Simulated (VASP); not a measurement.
A run of VASP 6.6.1:

Contents of INCAR:

```
SYSTEM = MnPt
  PREC = Accurate
  ENCUT = 600
  EDIFF = 1E-7
  ISMEAR = 1
  SIGMA = 0.1
  LREAL = .FALSE.
  LASPH = .TRUE.
  NELM = 150
  ALGO = Normal
  ISIF = 3
  LWAVE = .FALSE.
  LCHARG = .FALSE.
  ISPIN = 2
  MAGMOM = 4 0
  LORBIT = 11
  LMAXMIX = 4
  IBRION = 2
  NSW = 90
  EDIFFG = -0.005
  AMIX = 0.2
  BMIX = 1E-4
  AMIX_MAG = 0.8
  BMIX_MAG = 1E-4
```

File KPOINTS:

```
Automatic mesh
0
G
  14 14 10
  0 0 0
```

The input POSCAR:

```
MnPt                                    
1.0
    2.6320097220      0.0000000000      0.0000000000
    0.0000000000      2.6320097220     -0.0000000000
    0.0000000000      0.0000000000      3.6825607016
  Mn              Pt            
     1     1
Direct
     0.0000000000000000    0.0000000000000000    0.0000000000000000
     0.5000000000000000    0.5000000000000000    0.5000000000000000
```

Potentials or basis: VASP PAW LDA potentials, release 64 (Mn_pv, Pt).

Run with:

```bash
$ cat potpaw_LDA.64/Mn_pv/POTCAR potpaw_LDA.64/Pt/POTCAR > POTCAR
$ mpirun -np 1 vasp_std > vasp.out
```

Hardware: 1 thread of Intel(R) Xeon(R) Platinum 8488C (Sapphire Rapids), on a shared host.

Problem. How long does it take, and how much memory?

Solution. Run time: 2.8 min on 1 thread of Intel(R) Xeon(R) Platinum 8488C (Sapphire Rapids), on a shared host, peak memory 0.31 GiB. Counts: scf iterations 30, k points 216, ion steps 3.
